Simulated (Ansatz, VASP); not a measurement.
## Two plane-wave programs on CoB2Ir2

INCAR

```
ALGO = Normal
EDIFF = 1E-6
ENCUT = 520
GGA = PE
ISIF = 2
ISMEAR = -1
LASPH = T
LCHARG = T
LELF = T
LREAL = F
LVHAR = T
LWAVE = F
NBANDS = 44
NELM = 100
PREC = Accurate
SIGMA = 0.1
```

Contents of KPOINTS:

```
k-points
0
Gamma
  4 4 4
```

POSCAR

```
CoB2Ir2
1.0
    0.0000000000      4.2462720000      2.7250570000
    0.0000000000     -4.2462720000      2.7250570000
    4.8194440000      0.0000000000     -2.7250570000
Ir B Co
4 4 2
Direct
    0.7456600000      0.4956600000      0.9913200000
    0.0043400000      0.7543400000      0.5086800000
    0.2543400000      0.5043400000      0.0086800000
    0.9956600000      0.2456600000      0.4913200000
    0.6970000000      0.8030000000      0.2500000000
    0.0530000000      0.4470000000      0.2500000000
    0.3030000000      0.1970000000      0.7500000000
    0.9470000000      0.5530000000      0.7500000000
    0.3750000000      0.1250000000      0.2500000000
    0.6250000000      0.8750000000      0.7500000000
```

Input for Ansatz:

```yaml
crystal:
  lattice:
    - [0.0, 4.246272, 2.725057]
    - [0.0, -4.246272, 2.725057]
    - [4.819444, 0.0, -2.725057]
  atoms:
    - { symbol: Ir, position: [0.74566, 0.49566, 0.99132] }
    - { symbol: Ir, position: [0.00434, 0.75434, 0.50868] }
    - { symbol: Ir, position: [0.25434, 0.50434, 0.00868] }
    - { symbol: Ir, position: [0.99566, 0.24566, 0.49132] }
    - { symbol: B, position: [0.697, 0.803, 0.25] }
    - { symbol: B, position: [0.053, 0.447, 0.25] }
    - { symbol: B, position: [0.303, 0.197, 0.75] }
    - { symbol: B, position: [0.947, 0.553, 0.75] }
    - { symbol: Co, position: [0.375, 0.125, 0.25] }
    - { symbol: Co, position: [0.625, 0.875, 0.75] }
  symmetry: { tolerance: 0.0003 }
kpoints:
  mp_grid: { grid: [4, 4, 4], shift: [0, 0, 0] }
magnetization:
  spin_polarized: false
scf:
  occupations: { method: fermi_dirac }
hamiltonian:
  pseudopotentials: { kind: paw }
  xc: pbe
basis:
  ecutwfc: 420
output:
  forces: true
  stress: true
  eigenvalues: true
```

The cell was built by a generator and needn't be a form met in nature.

Alike in both runs: task single point; functional PBE; k mesh 4 × 4 × 4; no spin polarisation.

```csv
,VASP,Ansatz
version,VASP 6.6.1,Ansatz 0.2.0
potentials or method,"VASP PAW PBE potentials, release 64 (Ir, B, Co)",PAW plane waves
plane-wave cutoff (eV),520,420
occupations,"fermi-dirac, width 0.1 eV",fermi-dirac
valence electrons in the cell,66,114
```

|  | VASP | Ansatz | Ansatz less VASP |
| --- | --- | --- | --- |
| gap on the k mesh at the Fermi level (eV) | none | none | - |
| rms of the force components (eV/Å) | 1.350 | 1.319 | -0.0310 |

Atom by atom the forces differ by 0.039 eV/Å (rms over components). A gap of «none» marks a metal or a gap that the smearing closes. The two sets of potentials don't hold the same shells in valence.

Caveats: the k mesh is coarse (spacing up to 0.38 Å⁻¹), so the values aren't converged; forces of over 1 eV/Å show positions far from the minimum, so gaps and moduli don't describe the material at rest. Spin-orbit coupling is left out, which matters for the levels of Ir. Spin polarisation is off, so any magnetic state and its effect on volume and gap are missing.
